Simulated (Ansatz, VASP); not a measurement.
# MoS2 in two plane-wave programs, part 2 of 2

Aim: how closely do two programs agree when they are given the same cell, functional and k mesh? The cell is taken from a series of runs on this material, whose earlier steps may have relaxed, scaled, displaced or heated it; both programs get it as it stands.

VASP 6.6.1 and Ansatz 0.2.0.

So far: Starting point; VASP: zone-centre phonons, PBEsol.

### 2. VASP: zone-centre phonons, PBEsol (continued)

Level of this step: PBEsol, no spin polarisation; plane waves and PAW (Mo_sv, S) (VASP).

Numbers of over 12 decimals in the logs are rounded to 6 here.

Parts of OUTCAR (step 2):

```text
ion  position               nearest neighbor table
   1  0.333  0.667  0.250-   4 2.39   6 2.39   4 2.39   6 2.39   4 2.39   6 2.39
   2  0.667  0.333  0.750-   3 2.39   5 2.39   3 2.39   5 2.39   3 2.39   5 2.39
   3  0.333  0.667  0.626-   2 2.39   2 2.39   2 2.39
   4  0.667  0.333  0.126-   1 2.39   1 2.39   1 2.39
   5  0.333  0.667  0.874-   2 2.39   2 2.39   2 2.39
   6  0.667  0.333  0.374-   1 2.39   1 2.39   1 2.39

  LATTYP: Found a hexagonal cell.
 ALAT       =     3.1413972290
 C/A-ratio  =     4.0049973082

 Subroutine GETGRP returns: Found 24 space group operations
 (whereof 12 operations were pure point group operations)

The static configuration has the point symmetry D_3d.
 The point group associated with its full space group is D_6h.

 Found     24 irreducible k-points:

   k-points           NKPTS =     24   k-points in BZ     NKDIM =     24   number of bands    NBANDS=     32

   dimension x,y,z NGX =    24 NGY =   24 NGZ =   96
   dimension x,y,z NGXF=    48 NGYF=   48 NGZF=  192

   ENCUT  =  500.0 eV  36.75 Ry    6.06 a.u.   5.73  5.73 22.94*2*pi/ulx,y,z

   NELECT =      52.0000    total number of electrons

 k-points in reciprocal lattice and weights: Automatic mesh
   0.00000000  0.00000000  0.00000000       0.006
   0.11111111 -0.00000000  0.00000000       0.037
   0.22222222  0.00000000  0.00000000       0.037
   0.33333333 -0.00000000  0.00000000       0.037
   0.44444444  0.00000000  0.00000000       0.037
   0.11111111  0.11111111  0.00000000       0.037
   0.22222222  0.11111111  0.00000000       0.074
   0.33333333  0.11111111  0.00000000       0.074
   0.44444444  0.11111111  0.00000000       0.037
[...]
0.33333333  0.22222222  0.50000000       0.074
   0.33333333  0.33333333  0.50000000       0.012

 average (electrostatic) potential at core
       1 -74.5716       2 -74.5716       3 -84.5865       4 -84.5865       5 -84.5865
       6 -84.5865

  Total       -0.0027409     -0.0027409     -0.0183893      0.0000000      0.0000000      0.0000000
  in kB       -0.0408414     -0.0408414     -0.2740146      0.0000000      0.0000000      0.0000000
  external PRESSURE =      -0.1185658 kB  Pullay stress =       0.0000000 kB

  energy-cutoff  :      500.00
  volume of cell :      107.52
      direct lattice vectors                 reciprocal lattice vectors
     3.141397229  0.000000000  0.000000000     0.318329688  0.183787731  0.000000000
    -1.570698614  2.720529804  0.000000000     0.000000000  0.367575462  0.000000000
     0.000000000  0.000000000 12.581287446     0.000000000  0.000000000  0.079483122

 POSITION                                       TOTAL-FORCE (eV/Angst)
[...]
1.57070      0.90684      9.43597        -0.000000      0.000000      0.000000
     -0.00000      1.81369      7.87689         0.000000     -0.000000     -0.000895
      1.57070      0.90684      1.58624         0.000000      0.000000     -0.000895
     -0.00000      1.81369     10.99504         0.000000     -0.000000      0.000895
      1.57070      0.90684      4.70440         0.000000      0.000000      0.000895
 -----------------------------------------------------------------------------------
    total drift:                               -0.000000      0.000000     -0.000000

 Eigenvectors and eigenvalues of the dynamical matrix
 ----------------------------------------------------

   1 f  =   14.118883 THz    88.711556 2PiTHz  470.955230 cm-1    58.390980 meV
             X         Y         Z           dx          dy          dz
     -0.000000  1.813687  3.145322     0.000000    0.000000   -0.444851
      1.570699  0.906843  9.435966    -0.000000    0.000000    0.444851
     -0.000000  1.813687  7.876888     0.000000   -0.000000   -0.388656
      1.570699  0.906843  1.586244    -0.000000   -0.000000    0.388656
     -0.000000  1.813687 10.995043     0.000000   -0.000000   -0.388656
      1.570699  0.906843  4.704400    -0.000000   -0.000000    0.388656

   2 f  =   14.037220 THz    88.198456 2PiTHz  468.231267 cm-1    58.053252 meV
             X         Y         Z           dx          dy          dz
     -0.000000  1.813687  3.145322    -0.000000   -0.000000    0.447614
      1.570699  0.906843  9.435966    -0.000000    0.000000    0.447614
     -0.000000  1.813687  7.876888     0.000000   -0.000000   -0.387067
      1.570699  0.906843  1.586244     0.000000    0.000000   -0.387067
     -0.000000  1.813687 10.995043     0.000000   -0.000000   -0.387067
      1.570699  0.906843  4.704400     0.000000    0.000000   -0.387067

   3 f  =   12.178303 THz    76.518532 2PiTHz  406.224451 cm-1    50.365390 meV
             X         Y         Z           dx          dy          dz
     -0.000000  1.813687  3.145322    -0.000000    0.000000   -0.000000
      1.570699  0.906843  9.435966    -0.000000   -0.000000   -0.000000
     -0.000000  1.813687  7.876888     0.000000    0.000000   -0.500000
      1.570699  0.906843  1.586244     0.000000   -0.000000   -0.500000
     -0.000000  1.813687 10.995043     0.000000    0.000000    0.500000
      1.570699  0.906843  4.704400     0.000000   -0.000000    0.500000

   4 f  =   12.143601 THz    76.300494 2PiTHz  405.066921 cm-1    50.221875 meV
             X         Y         Z           dx          dy          dz
     -0.000000  1.813687  3.145322    -0.000000   -0.000000   -0.000000
      1.570699  0.906843  9.435966     0.000000    0.000000    0.000000
     -0.000000  1.813687  7.876888    -0.000000   -0.000000    0.500000
      1.570699  0.906843  1.586244     0.000000    0.000000   -0.500000
     -0.000000  1.813687 10.995043    -0.000000   -0.000000   -0.500000
      1.570699  0.906843  4.704400     0.000000    0.000000    0.500000

   5 f  =   11.527547 THz    72.429713 2PiTHz  384.517575 cm-1    47.674082 meV
             X         Y         Z           dx          dy          dz
     -0.000000  1.813687  3.145322    -0.000023    0.447692   -0.000000
      1.570699  0.906843  9.435966    -0.000023    0.447692    0.000000
     -0.000000  1.813687  7.876888     0.000020   -0.387022    0.000000
      1.570699  0.906843  1.586244     0.000020   -0.387022    0.000000
     -0.000000  1.813687 10.995043     0.000020   -0.387022    0.000000
      1.570699  0.906843  4.704400     0.000020   -0.387022   -0.000000

   6 f  =   11.527547 THz    72.429713 2PiTHz  384.517575 cm-1    47.674082 meV
             X         Y         Z           dx          dy          dz
     -0.000000  1.813687  3.145322     0.447692    0.000023    0.000000
      1.570699  0.906843  9.435966     0.447692    0.000023   -0.000000
     -0.000000  1.813687  7.876888    -0.387022   -0.000020   -0.000000
      1.570699  0.906843  1.586244    -0.387022   -0.000020   -0.000000
     -0.000000  1.813687 10.995043    -0.387022   -0.000020    0.000000
      1.570699  0.906843  4.704400    -0.387022   -0.000020    0.000000

   7 f  =   11.523929 THz    72.406984 2PiTHz  384.396909 cm-1    47.659121 meV
             X         Y         Z           dx          dy          dz
     -0.000000  1.813687  3.145322    -0.000011    0.446981   -0.000000
      1.570699  0.906843  9.435966     0.000011   -0.446981   -0.000000
     -0.000000  1.813687  7.876888    -0.000010    0.387433    0.000000
      1.570699  0.906843  1.586244     0.000010   -0.387433   -0.000000
     -0.000000  1.813687 10.995043    -0.000010    0.387433   -0.000000
      1.570699  0.906843  4.704400     0.000010   -0.387433   -0.000000

   8 f  =   11.523929 THz    72.406984 2PiTHz  384.396909 cm-1    47.659121 meV
             X         Y         Z           dx          dy          dz
     -0.000000  1.813687  3.145322     0.446981    0.000011   -0.000000
      1.570699  0.906843  9.435966    -0.446981   -0.000011   -0.000000
     -0.000000  1.813687  7.876888     0.387433    0.000010    0.000000
      1.570699  0.906843  1.586244    -0.387433   -0.000010   -0.000000
     -0.000000  1.813687 10.995043     0.387433    0.000010   -0.000000
      1.570699  0.906843  4.704400    -0.387433   -0.000010    0.000000

   9 f  =    8.574735 THz    53.876650 2PiTHz  286.022376 cm-1    35.462239 meV
             X         Y         Z           dx          dy          dz
     -0.000000  1.813687  3.145322    -0.000000   -0.000000   -0.000000
      1.570699  0.906843  9.435966     0.000000    0.000000    0.000000
     -0.000000  1.813687  7.876888     0.000017    0.500000   -0.000000
      1.570699  0.906843  1.586244     0.000017    0.500000   -0.000000
     -0.000000  1.813687 10.995043    -0.000017   -0.500000    0.000000
      1.570699  0.906843  4.704400    -0.000017   -0.500000   -0.000000

  10 f  =    8.574735 THz    53.876650 2PiTHz  286.022376 cm-1    35.462239 meV
             X         Y         Z           dx          dy          dz
     -0.000000  1.813687  3.145322    -0.000000   -0.000000    0.000000
      1.570699  0.906843  9.435966     0.000000    0.000000    0.000000
     -0.000000  1.813687  7.876888     0.500000   -0.000017   -0.000000
      1.570699  0.906843  1.586244     0.500000   -0.000017   -0.000000
     -0.000000  1.813687 10.995043    -0.500000    0.000017    0.000000
      1.570699  0.906843  4.704400    -0.500000    0.000017    0.000000

  11 f  =    8.522625 THz    53.549232 2PiTHz  284.284167 cm-1    35.246729 meV
             X         Y         Z           dx          dy          dz
     -0.000000  1.813687  3.145322    -0.000000   -0.000000   -0.000000
      1.570699  0.906843  9.435966     0.000000   -0.000000   -0.000000
     -0.000000  1.813687  7.876888    -0.000004   -0.500000   -0.000000
      1.570699  0.906843  1.586244     0.000004    0.500000   -0.000000
     -0.000000  1.813687 10.995043     0.000004    0.500000   -0.000000
      1.570699  0.906843  4.704400    -0.000004   -0.500000   -0.000000

  12 f  =    8.522625 THz    53.549232 2PiTHz  284.284167 cm-1    35.246729 meV
             X         Y         Z           dx          dy          dz
     -0.000000  1.813687  3.145322    -0.000000   -0.000000    0.000000
      1.570699  0.906843  9.435966    -0.000000    0.000000    0.000000
     -0.000000  1.813687  7.876888    -0.500000    0.000004    0.000000
      1.570699  0.906843  1.586244     0.500000   -0.000004   -0.000000
     -0.000000  1.813687 10.995043     0.500000   -0.000004   -0.000000
      1.570699  0.906843  4.704400    -0.500000    0.000004    0.000000

  13 f  =    1.050042 THz     6.597609 2PiTHz   35.025633 cm-1     4.342623 meV
             X         Y         Z           dx          dy          dz
     -0.000000  1.813687  3.145322    -0.000000    0.000000    0.549643
      1.570699  0.906843  9.435966     0.000000    0.000000   -0.549643
     -0.000000  1.813687  7.876888     0.000000    0.000000   -0.314557
      1.570699  0.906843  1.586244    -0.000000    0.000000    0.314557
     -0.000000  1.813687 10.995043     0.000000    0.000000   -0.314557
      1.570699  0.906843  4.704400    -0.000000    0.000000    0.314557
    [... 43 further lines ...]
     -0.000000  1.813687 10.995043    -0.007610   -0.316475   -0.000000
      1.570699  0.906843  4.704400    -0.007610   -0.316475   -0.000000

 ELASTIC MODULI CONTR FROM IONIC RELAXATION (kBar)
 Direction    XX          YY          ZZ          XY          YZ          ZX
 --------------------------------------------------------------------------------
 XX        -410.1525   -258.6859   -948.0496     -0.0000     -0.0000      0.0000
 YY        -258.6859   -410.1525   -948.0496      0.0000      0.0000     -0.0000
 ZZ        -948.0496   -948.0496  -2687.6392     -0.0000     -0.0000      0.0000
 XY          -0.0000      0.0000     -0.0000    -75.7333      0.0000      0.0000
 YZ          -0.0000     -0.0000     -0.0000      0.0000  -1415.3417      0.0000
 ZX           0.0000     -0.0000      0.0000     -0.0000      0.0000  -1125.0481
 --------------------------------------------------------------------------------
```

This run has no spin polarisation, so a moment on Mo, if there is one, isn't seen.

### 3. Ansatz: zone-centre phonons, PBEsol

Ansatz runs on its default PAW (the set named soft_2) files.

The same cell, functional and mesh now go to Ansatz.

Contents of input.yaml:

```yaml
crystal:
  lattice:
    - [3.141397229, 0.0, 0.0]
    - [-1.5706986145, 2.7205298037, 0.0]
    - [0.0, 0.0, 12.5812874461]
  atoms:
    - { symbol: Mo, position: [0.3333333333, 0.6666666667, 0.25] }
    - { symbol: Mo, position: [0.6666666667, 0.3333333333, 0.75] }
    - { symbol: S, position: [0.3333333333, 0.6666666667, 0.6260796326] }
    - { symbol: S, position: [0.6666666667, 0.3333333333, 0.1260796326] }
    - { symbol: S, position: [0.3333333333, 0.6666666667, 0.8739203674] }
    - { symbol: S, position: [0.6666666667, 0.3333333333, 0.3739203674] }
kpoints:
  mp_grid: { grid: [9, 9, 2] }
hamiltonian:
  xc: pbesol
scf:
  occupations: { method: fixed }
output:
  eigenvalues: true
phonons:
  method: dfpt
basis:
  ecutwfc: 550
```

Command:

```console
> ansatz run input.yaml --threads 4 --pin off --max-ram 14336MiB --backend cpu --events-out ev --progress --plain --runs-dir out
```

The log of the run:

```text
Engine: ansatz 0.2.0, aarch64-unknown-linux-gnu
Pseudopotentials: kind: paw
Pseudopotential: Mo, paw, valence charge 14, recommended cutoff 420 eV (normal), Mo.paw.azcp
Pseudopotential: S, paw, valence charge 6, recommended cutoff 420 eV (normal), S.paw.azcp
Functional definition: PBEsol
  exchange = pbesol_x
  correlation = pbesol_c
Crystal: 6 atoms, lattice volume = 107.523 Å³
Basis set: ecut = 550 eV, 3109 PW (Γ), exchange–correlation on 50×50×200 points (8 copies of the dense FFT grid, shifted against one another)
Bands: 32, of which v1, the nominal top of the filled ones, is band 26 counted from 1 (25 counted from 0)
Symmetry: 24 space group operations
k-points: 50 of 162 (irreducible under 2 space group operations, time reversal used)
Non-local potential: Mo, projectors of the file, l = 0: 3, l = 1: 2, l = 2: 2, l = 3: 1
Non-local potential: S, projectors of the file, l = 0: 2, l = 1: 2, l = 2: 2
PAW form: soft (Blöchl's): semilocal exchange-correlation on the pseudo side does not see the compensation charge
PAW frozen core: Mo, regenerated for the run's functional, and the local potential with it (the file was generated under x = pbe(κ = 0.804, μ = 0.219515), c = pbe(β = 0.066725))
PAW frozen core: S, regenerated for the run's functional, and the local potential with it (the file was generated under x = pbe(κ = 0.804, μ = 0.219515), c = pbe(β = 0.066725))
PAW one-centre angular grid: Mo, 590 points (default); XC on 64 Gauss nodes
PAW one-centre angular grid: S, 110 points (default); XC on 64 Gauss nodes
Initial density: superposition of atomic densities (neutral atoms: chi_scale 0, normalization atom), corrected by the library's trained network
Initial wavefunctions: pseudopotential atomic-orbital guess
Functional: x = pbesol(κ = 0.804, μ = 0.123457), c = pbesol(β = 0.046)
SCF iter   1: F=—  HF=-13340.339282 eV  |F-HF|=—  |Δ(HF+E_count)|=         —  Δρ=6.82e-3  dr2=4.03e-2  ethr=1.77e-3  ⟨swp⟩=5.2  Hψ=6062  notcnv=0  defer=151
preconditioner: auto → Resta (q_TF=auto, 2.417 Å⁻¹)  ε∞=8.5  [insulator: Δε(μ)=1.055 eV  Ē_g=7.838 eV  n_scr=26 (ndim 8)  ℏωp=21.5 eV  f_vac=0.023  ε∞_Penn≈8.5]
SCF iter   2: F=—  HF=-13340.341244 eV  |F-HF|=—  |Δ(HF+E_count)|=   1.96e-3  Δρ=3.64e-3  dr2=6.72e-3  ethr=7.75e-5  ⟨swp⟩=2.3  Hψ=2812  notcnv=0  defer=198
SCF iter   3: F=—  HF=-13340.342725 eV  |F-HF|=—  |Δ(HF+E_count)|=   1.48e-3  Δρ=1.78e-3  dr2=1.79e-3  ethr=1.29e-5  ⟨swp⟩=2.5  Hψ=2462  notcnv=0  defer=198
SCF iter   4: F=—  HF=-13340.343272 eV  |F-HF|=—  |Δ(HF+E_count)|=   5.47e-4  Δρ=1.80e-4  dr2=6.82e-5  ethr=3.44e-6  ⟨swp⟩=2.0  Hψ=2433  notcnv=0  defer=198
SCF iter   5: F=—  HF=-13340.343288 eV  |F-HF|=—  |Δ(HF+E_count)|=   1.58e-5  Δρ=4.41e-5  dr2=3.38e-6  ethr=1.31e-7  ⟨swp⟩=2.1  Hψ=2253  notcnv=0  defer=89
SCF iter   6: F=—  HF=-13340.343293 eV  |F-HF|=—  |Δ(HF+E_count)|=   5.05e-6  Δρ=1.23e-5  dr2=4.61e-7  ethr=6.49e-9  ⟨swp⟩=2.0  Hψ=2217  notcnv=0  defer=76
SCF iter   7: F=—  HF=-13340.343293 eV  |F-HF|=—  |Δ(HF+E_count)|=   3.29e-7  Δρ=3.53e-6  dr2=2.04e-8  ethr=8.87e-10  ⟨swp⟩=2.0  Hψ=2299  notcnv=0  defer=76
SCF iter   8: F=—  HF=-13340.343293 eV  |F-HF|=—  |Δ(HF+E_count)|=   1.81e-8  Δρ=6.09e-7  dr2=3.66e-10  ethr=3.92e-11  ⟨swp⟩=2.0  Hψ=2347  notcnv=0  defer=76
SCF iter   9: F=-13340.343293 eV  HF=-13340.343293 eV  |F-HF|=1.27e-11  |Δ(HF+E_count)|=  5.58e-10  Δρ=9.24e-8  dr2=7.92e-12  ethr=1.00e-12  ⟨swp⟩=12.8  Hψ=10431  notcnv=0
SCF 1 converged in 9 iterations: F = -13340.343293 eV  dr2 = 7.92e-12
  greatest PAW one-centre occupation: 0.999 electrons in one spin orbital (limit 2), on the Mo atom at site 1 (counted from 0), in its partial waves of l = 0
DFPT response loops at Γ: preconditioner auto → Resta (q_TF=auto, 2.417 Å⁻¹)  ε∞=7.5 (no band partly filled); β = 1.00, the filter's whole step (`scf.mixing.beta` (0.50) is not read by the response loops at its default; to damp them type it under 1.00, their step now; it binds the ground state too); Broyden in place of MSR1
SCF converged after 9 iterations
Free energy (F): -13340.343293 eV
Harris-Foulkes:  -13340.343293 eV  (|F-HF|=1.27e-11)
Internal energy: -13340.343293 eV  (E = F + TS)
E sigma→0 (E₀):  -13340.343293 eV
Fermi energy:    10.649933 eV
--- Per-component energies (eV) ---
  E_band       = -320.873024
  E_kinetic    = 1313.351304
  E_local      = -4126.523776  (includes V_loc(G=0)·N_el)
  E_nonlocal   = 402.869360
  E_hartree    = 1604.239901
  E_xc         = -751.660499
  E_vxc        = -809.560915  (∫ρ·V_xc dr)
  E_paw        = -8623.838122  (= ΣΔE_a)
  E_vpaw       = -309.488815  (= ΣTr[D̂ρ^β])
  E_aug_tail   = 0.000012  (compensation charges beyond the density's cutoff)
  E_ewald      = -3159.447868
  E_core_change = 0.666396  (= ΣΔE_core)
  E_smearing   = -0.000000  (= −TS)
  E_closure    = 0.000000  (closes the sum)
  Σ components = -13340.343293   (vs F -13340.343293, Δ=0.00e0)
--- Band table (eV; the first three rows and the last of 50) ---
  k-point 0: bands = [... 22 lower, 8.6077, 9.3373, 9.5169, 10.6499, 12.9282, 12.9282, 12.9478, 12.9478, ... 2 higher]
  k-point 1: bands = [... 22 lower, 8.5919, 8.5919, 10.3571, 10.3571, 12.9339, 12.9339, 12.9339, 12.9339, ... 2 higher]
  k-point 2: bands = [... 22 lower, 8.7177, 9.5314, 9.6071, 10.3371, 12.6784, 12.7161, 12.8083, 12.9210, ... 2 higher]
  k-point 49: bands = [... 22 lower, 8.6328, 8.6328, 9.3641, 9.3641, 12.1560, 12.1560, 12.8259, 12.8259, ... 2 higher]
--- Phonons (Γ-DFPT): 4 representative perturbations + reference, on 50 of 162 k-points (Σ response iterations 12) ---
  k mesh reduced under 2 symmetry operations, with k and −k counted as one. Each operation leaves every solved perturbation unchanged. A smaller set is not used because it would not reduce the number of displacements times k-points to solve
  ASR residual: 2.783e-5 → 0.000e0 eV/Å²; symmetrization residual: 4.589e-6 eV/Å²
  ASR residual per site (eV/Å²): 1.00e-5 1.00e-5 2.78e-5 2.78e-5 2.78e-5 2.78e-5
  Γ frequencies (cm⁻¹): 0.00 0.00 0.00 25.19 25.19 34.38 284.61 284.61 285.93 285.93 384.57 384.57 384.66 384.66 405.24 406.60 467.85 469.88
  non-analytic LO–TO correction: not included (Born effective charges unavailable; polar crystals: no LO–TO splitting at Γ)
```

In the SCF lines HF is the Harris–Foulkes energy and dr2 the Hartree energy of the density residual, in eV; the loop may stop once dr2 is under the threshold and the program's other checks hold. Hψ counts applications of the Hamiltonian.

### 4. Differences

Known differences besides the potentials themselves: fixed occupations in Ansatz, narrow Gaussian smearing in VASP; the cutoff is 550 eV in Ansatz and 500 eV in VASP; Ansatz makes its cores anew for this functional, VASP keeps those of its PBE data sets. Total energies have different zeros and are not compared.

Compared:

```csv
quantity,Ansatz,VASP,difference
optical mode 1 to 2 (cm⁻¹),25.2,25.6,-0.4
optical mode 3 (cm⁻¹),34.4,35.0,-0.6
optical mode 4 to 5 (cm⁻¹),284.6,284.3,+0.11 %
optical mode 6 to 7 (cm⁻¹),285.9,286.0,-0.03 %
optical mode 8 to 11 (cm⁻¹),384.6,384.4,+0.05 %
optical mode 12 (cm⁻¹),405.2,405.1,+0.04 %
optical mode 13 (cm⁻¹),406.6,406.2,+0.09 %
optical mode 14 (cm⁻¹),467.9,468.2,-0.08 %
optical mode 15 (cm⁻¹),469.9,471.0,-0.23 %
```

Modes are paired by rising frequency, not by their patterns, so a pair may set unlike modes beside each other; they are those without the splitting of longitudinal modes.

### 5. Summary of results

| Property | Result |
| --- | --- |
| r.m.s. difference of the optical zone-centre modes, each program's sorted by frequency (zone-centre phonons, PBEsol) | 0.41 cm⁻¹ |

In words: The r.m.s. difference of the optical zone-centre modes, each program's sorted by frequency is 0.41 cm⁻¹ (zone-centre phonons, PBEsol). 1 further run of this series is not shown here. Such differences can come from data sets, numerical settings and the points named under the comparisons, not from the functional's error against experiment.

[Lines on the potential files, build, host, timing and source positions are cut from VASP's logs without a mark.]

[Logs are printed without paths, hosts, clocks, repeated set-up lines and the standing remarks that a program may print on its own settings, such as how far it seeks lower states.]

[Hosts, paths, dates, database ids (printed as entryN), source tags and the programs' standing remarks are cut or masked in the printed files.]
